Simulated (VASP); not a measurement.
# HfTeSe5 (P3m1) in VASP: density of states with PBE

Aim: the density of states of HfTeSe5 with PBE.

Everything below comes from runs of VASP 6.6.1. Logs are shortened: lines on timing, memory, paths and dates and some standing lists are left out, and cuts for length are marked.

## 1. Starting point

The structure is trigonal, space group P3m1 (No. 156). The conventional cell has a = 3.775 Å, b = 3.775 Å, c = 16.358 Å, α = 90.00°, β = 90.00°, γ = 120.00°. Hf (site symmetry 3m) has 6 Se at 2.68 to 2.69 Å as nearest neighbours. Te (site symmetry 3m) has 6 Se at 2.85 to 2.94 Å as nearest neighbours. Se (site symmetry 3m) is surrounded by 3 Hf at 2.69 Å. Se (site symmetry 3m) has 3 Hf at 2.68 Å as nearest neighbours. Se (site symmetry 3m) is surrounded by 3 Se at 2.83 Å and 3 Te at 2.94 Å. Se (site symmetry 3m) has 3 Te at 2.85 Å as nearest neighbours. Around Se (site symmetry 3m) lie 3 Se at 2.83 Å.

The cell was built by a generator and needn't be a form met in nature.

## 2. Density of states, PBE

Input file POSCAR:

```
HfTeSe5
1.0
    3.7751670000      0.0000000000      0.0000000000
   -1.8875840000      3.2693910000      0.0000000000
    0.0000000000      0.0000000000     16.3576000000
Hf Te Se
1 1 5
Direct
    0.0000000000      0.0000000000      0.9930040000
    0.0000000000      0.0000000000      0.4204610000
    0.3333330000      0.6666670000      0.0893240000
    0.6666670000      0.3333330000      0.8972070000
    0.3333330000      0.6666670000      0.5406860000
    0.6666670000      0.3333330000      0.3082760000
    0.0000000000      0.0000000000      0.6510400000
```

Input file INCAR.step1:

```
ALGO = Fast
EDIFF = 1E-6
ENCUT = 520
GGA = PE
ISIF = 2
ISMEAR = 0
KPAR = 2
LASPH = T
LCHARG = T
LMAXMIX = 4
LREAL = F
LWAVE = F
NBANDS = 32
NELM = 80
PREC = Accurate
SIGMA = 0.1
```

Input file KPOINTS.step1:

```
k-points
0
Gamma
  10 10 2
```

Input file INCAR.step2:

```
ALGO = Fast
EDIFF = 1E-6
ENCUT = 520
GGA = PE
ICHARG = 11
ISIF = 2
ISMEAR = -5
KPAR = 2
LASPH = T
LCHARG = F
LMAXMIX = 4
LORBIT = 11
LREAL = F
LWAVE = F
NBANDS = 32
NEDOS = 2001
NELM = 80
PREC = Accurate
SIGMA = 0.1
```

Input file KPOINTS.step2:

```
k-points
0
Gamma
  15 15 3
```

Potentials or basis: VASP PAW PBE potentials, release 64 (Hf_pv, Te, Se).

Run with:

```bash
> cat potpaw_PBE.64/Hf_pv/POTCAR potpaw_PBE.64/Te/POTCAR potpaw_PBE.64/Se/POTCAR > POTCAR
> cp INCAR.step1 INCAR
> cp KPOINTS.step1 KPOINTS
> mpirun -np 2 vasp_std > vasp.out
> cp INCAR.step2 INCAR
> cp KPOINTS.step2 KPOINTS
> mpirun -np 2 vasp_std > vasp.out
```

OUTCAR:

```text
EDIFF = 1E-6
   ENCUT = 520
   GGA = PE
   ICHARG = 11
   ISIF = 2
   ISMEAR = -5
   LASPH = T
   LORBIT = 11
   LREAL = F
   NELM = 80
   PREC = Accurate

 ion  position               nearest neighbor table
   1  0.000  0.000  0.993-   4 2.68   4 2.68   4 2.68   3 2.69   3 2.69   3 2.69
   2  0.000  0.000  0.420-   6 2.85   6 2.85   6 2.85   5 2.94   5 2.94   5 2.94
   3  0.333  0.667  0.089-   1 2.69   1 2.69   1 2.69
   4  0.667  0.333  0.897-   1 2.68   1 2.68   1 2.68
   5  0.333  0.667  0.541-   2 2.94   2 2.94   2 2.94
   6  0.667  0.333  0.308-   2 2.85   2 2.85   2 2.85
   7  0.000  0.000  0.651-

  LATTYP: Found a hexagonal cell.
 ALAT       =     3.7751670000
 C/A-ratio  =     4.3329473901

  Lattice vectors:

 A1 = (   3.7751670000,   0.0000000000,   0.0000000000)
 A2 = (  -1.8875840000,   3.2693910000,   0.0000000000)
 A3 = (   0.0000000000,   0.0000000000,  16.3576000000)

Analysis of symmetry for initial positions (statically):
=====================================================================
 Subroutine PRICEL returns:
 Original cell was already a primitive cell.

 Routine SETGRP: Setting up the symmetry group for a
 hexagonal supercell.

 Subroutine GETGRP returns: Found  6 space group operations
 (whereof  6 operations were pure point group operations)
 out of a pool of 24 trial point group operations.

The static configuration has the point symmetry C_3v.

Analysis of symmetry for dynamics (positions and initial velocities):
=====================================================================
 Subroutine PRICEL returns:
 Original cell was already a primitive cell.

 Routine SETGRP: Setting up the symmetry group for a
 hexagonal supercell.

 Subroutine GETGRP returns: Found  6 space group operations
 (whereof  6 operations were pure point group operations)
 out of a pool of 24 trial point group operations.

The dynamic configuration has the point symmetry C_3v.

 Subroutine INISYM returns: Found  6 space group operations
 (whereof  6 operations are pure point group operations),
 and found     1 'primitive' translations

----------------------------------------------------------------------------------------

                                     Primitive cell

  volume of cell :     201.8936

  direct lattice vectors                    reciprocal lattice vectors
     3.775167000  0.000000000  0.000000000     0.264888944  0.152933721  0.000000000
    -1.887584000  3.269391000  0.000000000     0.000000000  0.305867362  0.000000000
     0.000000000  0.000000000 16.357600000     0.000000000  0.000000000  0.061133663

  length of vectors
     3.775167000  3.775167661 16.357600000     0.305867415  0.305867362  0.061133663

  position of ions in fractional coordinates (direct lattice)
     0.000000000  0.000000000  0.993004000
     0.000000000  0.000000000  0.420461000
     0.333333000  0.666667000  0.089324000
     0.666667000  0.333333000  0.897207000
     0.333333000  0.666667000  0.540686000
     0.666667000  0.333333000  0.308276000
     0.000000000  0.000000000  0.651040000

  ion indices of the primitive-cell ions
   primitive index   ion index
                 1           1
                 2           2
                 3           3
                 4           4
                 5           5
                 6           6
                 7           7

----------------------------------------------------------------------------------------

 KPOINTS: k-points

Automatic generation of k-mesh.
 Grid dimensions read from file:
 generate k-points for:   15   15    3

 Generating k-lattice:

  Cartesian coordinates                     Fractional coordinates (reciprocal lattice)
     0.017659263  0.010195581  0.000000000     0.066666667  0.000000000  0.000000000
     0.000000000  0.020391157  0.000000000     0.000000000  0.066666667  0.000000000
     0.000000000  0.000000000  0.020377888     0.000000000  0.000000000  0.333333333

  Length of vectors
     0.020391161  0.020391157  0.020377888

  Shift w.r.t. Gamma in fractional coordinates (k-lattice)
     0.000000000  0.000000000  0.000000000

 TETIRR: Found    942 inequivalent tetrahedra from     4050

 Subroutine IBZKPT returns following result:
 ===========================================

 Found     73 irreducible k-points:

 Following reciprocal coordinates:
            Coordinates               Weight
  0.000000  0.000000  0.000000      1.000000
  0.066667  0.000000  0.000000      6.000000
  0.133333  0.000000  0.000000      6.000000
  0.200000  0.000000  0.000000      6.000000
  0.266667  0.000000  0.000000      6.000000
  0.333333  0.000000  0.000000      6.000000
[... 16 lines left out ...]
  0.333333  0.200000  0.000000     12.000000
  0.400000  0.200000  0.000000      6.000000
 [... further k-points ...]
   k-points           NKPTS =     73   k-points in BZ     NKDIM =     73   number of bands    NBANDS=     32
   number of dos      NEDOS =   2001   number of ions     NIONS =      7
   total plane-waves  NPLWV =  98784
   dimension x,y,z NGX =    28 NGY =   28 NGZ =  126
   dimension x,y,z NGXF=    56 NGYF=   56 NGZF=  252
   ions per type =               1   1   5
   NGX,Y,Z   is equivalent  to a cutoff of  12.33, 12.33, 12.81 a.u.
   NGXF,Y,Z  is equivalent  to a cutoff of  24.66, 24.66, 25.61 a.u.
 SYSTEM =  unknown system
   PREC   = accura    normal or accurate (medium, high low for compatibility)
   ISTART =      0    job   : 0-new  1-cont  2-samecut
   ICHARG =     11    charge: 1-file 2-atom 10-const
   ISPIN  =      1    spin polarized calculation?
   LNONCOLLINEAR =      F non collinear calculations
   LSORBIT =      F    spin-orbit coupling
   LASPH  =      T    aspherical Exc in radial PAW
   ENCUT  =  520.0 eV  38.22 Ry    6.18 a.u.   7.02  7.02 30.41*2*pi/ulx,y,z
   NELM   =     80;   NELMIN=  2; NELMDL=  0     # of ELM steps
   EDIFF  = 0.1E-05   stopping-criterion for ELM
   LREAL  =      F    real-space projection
   EDIFFG = 0.1E-04   stopping-criterion for IOM
   NSW    =      0    number of steps for IOM
   IBRION =     -1    ionic relax: 0-MD 1-quasi-New 2-CG
   NFREE  =      0    steps in history (QN), initial steepest desc. (CG)
   ISIF   =      2    stress and relaxation
   ISYM   =      2    0-nonsym 1-usesym 2-fastsym
   POTIM  = 0.5000    time-step for ionic-motion
   TEBEG  =    0.0;   TEEND  =   0.0 temperature during run
   PSTRESS=    0.0 pullay stress
   NELECT =      46.0000    total number of electrons
   NUPDOWN=      -1.0000    fix difference up-down
   EMIN   =  10.00;   EMAX   =-10.00  energy-range for DOS
   EFERMI =   0.00;   METHOD = LEGACY
   ISMEAR =    -5;   SIGMA  =   0.10  broadening in eV -4-tet -1-fermi 0-gaus
   EFERMI_NEDOS =   21; number of points for ismear=-14 and -15
   IALGO  =     68    algorithm
   IMIX   =      4    mixing-type and parameters
     AMIX     =   0.40;   BMIX     =  1.00
     AMIX_MAG =   1.60;   BMIX_MAG =  1.00
  volume/ion in A,a.u.               =      28.84       194.64
  Fermi-wavevector in a.u.,A,eV,Ry     =   0.999892  1.889523 13.602896  0.999785
  Thomas-Fermi vector in A             =   2.132213
   LORBIT       =     11    0 simple, 1 ext, 2 COOP (PROOUT), +10 PAW based schemes
   GGA     = PE    functional components
   LHFCALC =     F    Hartree Fock is set to
   AEXX    =    0.0000 exact exchange contribution
   IVDW    =     0    specifies the selected vdW correction
   LEPSILON=     F    determine dielectric tensor
   LRPA    =     F    only Hartree local field effects (RPA)
 non-spin polarized calculation
 RMM-DIIS sequential band-by-band and
 Fermi weights with tetrahedron method with Bloechl corrections
  energy-cutoff  :      520.00
  volume of cell :      201.89
 maximum number of plane-waves:      5467

 number of electron      45.9999999 magnetization

 Free energy of the ion-electron system (eV)
  ---------------------------------------------------
  ext. energy  EPLUGINS =         0.00000000
  ---------------------------------------------------
  free energy    TOTEN  =       -32.87563671 eV

  energy without entropy =      -32.87563671  energy(sigma->0) =      -32.87563671

 E-fermi :   3.1187     XC(G=0):  -8.8430

 val. band max:        3.1417543835   @ k =   0.2667   0.0000   0.3333
 cond. band min:       3.1161226882   @ k =   0.4000   0.1333   0.0000
 fundamental gap:     -0.0256316953
 Fermi energy:         3.1186801443

 k-point     1 :       0.0000    0.0000    0.0000
  band No.  band energies     occupation
      1     -28.5114      2.00000
      2     -28.4469      2.00000
      3     -28.4469      2.00000
      4     -12.2880      2.00000
      5     -11.0929      2.00000
      6     -10.4605      2.00000
[... 24 lines left out ...]
     31       7.5089      0.00000
     32       7.7438      0.00000

 k-point     2 :       0.0667    0.0000    0.0000
  band No.  band energies     occupation
      1     -28.5103      2.00000
      2     -28.4522      2.00000
      3     -28.4481      2.00000
      4     -12.2413      2.00000
      5     -11.0540      2.00000
      6     -10.4173      2.00000
[... 24 lines left out ...]
     31       7.3213      0.00000
     32       7.7008      0.00000

 k-point     3 :       0.1333    0.0000    0.0000
  band No.  band energies     occupation
      1     -28.5072      2.00000
      2     -28.4672      2.00000
      3     -28.4515      2.00000
      4     -12.1027      2.00000
      5     -10.9397      2.00000
      6     -10.2925      2.00000
[... 24 lines left out ...]
     31       6.9401      0.00000
     32       7.6378      0.00000

 k-point     4 :       0.2000    0.0000    0.0000
  band No.  band energies     occupation
      1     -28.5028      2.00000
      2     -28.4889      2.00000
      3     -28.4565      2.00000
      4     -11.8776      2.00000
      5     -10.7577      2.00000
      6     -10.1014      2.00000
[... 24 lines left out ...]
     31       6.8366      0.00000
     32       7.6375      0.00000

 k-point     5 :       0.2667    0.0000    0.0000
  band No.  band energies     occupation
      1     -28.5145      2.00000
      2     -28.4970      2.00000
      3     -28.4622      2.00000
      4     -11.5765      2.00000
      5     -10.5233      2.00000
      6      -9.8723      2.00000
[... 584 lines left out ...]
     31       6.9652      0.00000
     32       7.9755      0.00000

 k-point    22 :       0.2667    0.2000    0.0000
  band No.  band energies     occupation
      1     -28.5437      2.00000
      2     -28.4918      2.00000
      3     -28.4862      2.00000
      4     -10.7865      2.00000
      5      -9.9623      2.00000
      6      -9.4032      2.00000
[... 24 lines left out ...]
     31       7.1093      0.00000
     32       8.3338      0.00000

 k-point    23 :       0.3333    0.2000    0.0000
  band No.  band energies     occupation
      1     -28.5507      2.00000
      2     -28.4983      2.00000
      3     -28.4848      2.00000
      4     -10.4659      2.00000
      5      -9.7836      2.00000
      6      -9.3301      2.00000
[... 24 lines left out ...]
     31       7.2862      0.00000
     32       8.4025      0.00000

 k-point    24 :       0.4000    0.2000    0.0000
  band No.  band energies     occupation
      1     -28.5531      2.00000
      2     -28.5010      2.00000
      3     -28.4840      2.00000
      4     -10.3163      2.00000
      5      -9.7223      2.00000
      6      -9.3181      2.00000
[... 24 lines left out ...]
     31       7.3894      0.00000
     32       8.3069      0.00000

 [... further k-points ...]

------------------------ aborting loop because EDIFF is reached ----------------------------------------

  FORCE on cell =-STRESS in cart. coord.  units (eV):
  Direction    XX          YY          ZZ          XY          YZ          ZX
  --------------------------------------------------------------------------------------
  -------------------------------------------------------------------------------------
  Total       -0.0178174     -0.0178174     -0.1244520      0.0000000      0.0000000      0.0000000
  in kB       -0.1413943     -0.1413943     -0.9876202      0.0000000      0.0000000      0.0000000
  external PRESSURE =      -0.4234696 kB  Pullay stress =       0.0000000 kB

 VOLUME and BASIS-vectors are now :
 -----------------------------------------------------------------------------
  energy-cutoff  :      520.00
  volume of cell :      201.89
      direct lattice vectors                 reciprocal lattice vectors
     3.775167000  0.000000000  0.000000000     0.264888944  0.152933721  0.000000000
    -1.887584000  3.269391000  0.000000000     0.000000000  0.305867362  0.000000000
     0.000000000  0.000000000 16.357600000     0.000000000  0.000000000  0.061133663

 POSITION                                       TOTAL-FORCE (eV/Angst)
 -----------------------------------------------------------------------------------
      0.00000      0.00000     16.24316         0.000000     -0.000000     -0.000429
      0.00000      0.00000      6.87773         0.000000     -0.000000      0.017977
     -0.00000      2.17960      1.46113        -0.000000      0.000000     -0.002124
      1.88759      1.08980     14.67615        -0.000000     -0.000000     -0.001814
     -0.00000      2.17960      8.84433         0.000000     -0.000000      0.003239
      1.88759      1.08980      5.04266        -0.000000      0.000000      0.013778
      0.00000      0.00000     10.64945         0.000000     -0.000000     -0.030627
 -----------------------------------------------------------------------------------
    total drift:                               -0.000039      0.000024     -0.004221

  FREE ENERGIE OF THE ION-ELECTRON SYSTEM (eV)
  ---------------------------------------------------
  free  energy   TOTEN  =       -32.8756367100 eV

  energy  without entropy=      -32.8756367100  energy(sigma->0) =      -32.87563671

 total charge

# of ion       s       p       d       tot
------------------------------------------
    1        0.306   6.459   1.403   8.168
    2        1.461   1.656   0.089   3.206
    3        1.459   2.410   0.028   3.898
    4        1.460   2.410   0.028   3.898
    5        1.547   2.047   0.058   3.653
    6        1.506   2.172   0.028   3.706
    7        1.514   2.107   0.021   3.642
--------------------------------------------------
tot          9.254  19.261   1.656  30.171
```

Run time: 5.5 min. Hardware: 2 MPI ranks of Intel Xeon Platinum 8488C (Sapphire Rapids), shared host; peak memory 0.58 GiB.

What came out:

- Valence electrons inside the program's atomic spheres: Hf 8.17; Te 3.21; Se 3.90, 3.65, 3.71, 3.64

States per cell in windows of 1 eV (zero at the Fermi level; states under -8 eV left out):
| from (eV) | total | Hf1_d | Se5_p | Se7_p | Se6_p | Te2_p | Se3_p |
| --- | --- | --- | --- | --- | --- | --- | --- |
| -8.0 | 0.00 | 0.00 | 0.00 | 0.00 | 0.00 | 0.00 | 0.00 |
| -7.0 | 0.20 | 0.00 | 0.02 | 0.00 | 0.02 | 0.04 | 0.00 |
| -6.0 | 2.73 | 0.02 | 0.37 | 0.11 | 0.18 | 0.41 | 0.05 |
| -5.0 | 3.69 | 0.11 | 0.32 | 0.10 | 0.15 | 0.30 | 0.29 |
| -4.0 | 6.54 | 0.36 | 0.53 | 0.35 | 0.51 | 0.30 | 0.55 |
| -3.0 | 7.41 | 0.70 | 0.42 | 0.45 | 0.57 | 0.25 | 0.82 |
| -2.0 | 4.10 | 0.15 | 0.13 | 0.24 | 0.25 | 0.09 | 0.66 |
| -1.0 | 3.98 | 0.03 | 0.23 | 0.92 | 0.52 | 0.22 | 0.08 |
| 0.0 | 2.95 | 0.43 | 0.17 | 0.52 | 0.31 | 0.17 | 0.04 |
| 1.0 | 5.75 | 0.95 | 0.71 | 0.36 | 0.48 | 0.82 | 0.09 |
| 2.0 | 5.08 | 2.16 | 0.38 | 0.16 | 0.21 | 0.37 | 0.14 |
| 3.0 | 0.67 | 0.29 | 0.00 | 0.00 | 0.00 | 0.00 | 0.03 |
| 4.0 | 2.96 | 0.96 | 0.03 | 0.02 | 0.02 | 0.01 | 0.12 |
| 5.0 | 0.39 | 0.12 | 0.00 | 0.00 | 0.00 | 0.01 | 0.01 |
| 6.0 | 0.00 | 0.00 | 0.00 | 0.00 | 0.00 | 0.00 | 0.00 |

Caveat: this functional lacks dispersion, which binds the layers, so the pressure and a relaxed spacing across them are unreliable; tetrahedron occupations give inexact forces and stress in metals.
